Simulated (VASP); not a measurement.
HgS (zinc blende), at 0.96 of the tabulated volume:

```xyz
2
Lattice="0.0000 2.8855 2.8855 2.8855 0.0000 2.8855 2.8855 2.8855 0.0000" Properties=species:S:1:pos:R:3 pbc="T T T"
Hg     0.0000     0.0000     0.0000
S      1.4427     1.4427     1.4427
```

The lowest empty band near Γ, direction [110], from mBJ (TB09) with spin-orbit coupling in VASP (PAW); its two spin partners are averaged. The gap over the points computed is 0.59 eV, and the next band on that side lies 5.19 eV away at the edge.

Numerical set-up: 400 eV cut-off, 9×9×9 Γ-centred mesh, Gaussian smearing of 0.050 eV, potentials Hg S.

```csv
distance from the edge in k (1/Å),distance in energy (meV)
0.012,6.0
0.018,13.3
0.025,25.3
0.035,48.0
0.050,92.2
0.070,164.3
```

### Question
Fit E(1 + αE) = ħ²k²/2m* (ħ²/2m0 = 3.810 eV Å²) and predict the row at 0.095 1/Å.

### Answer
Least squares on the energies gives the electron mass m* = 0.090 m0 and α = 1.56 per eV, and so 268.1 meV. The run gave 267.2 meV, -0.9 meV from the fit. So light an electron mass at Γ scales with the gap, and carries this level's error in it.

Left out are points under 3 meV from the edge, since the levels carry 0.1 meV, and points farther than half the way to the next band.

The compound is HgS in the zinc blende structure, metacinnabar; cinnabar is the stable form. The cell was not relaxed at this level.
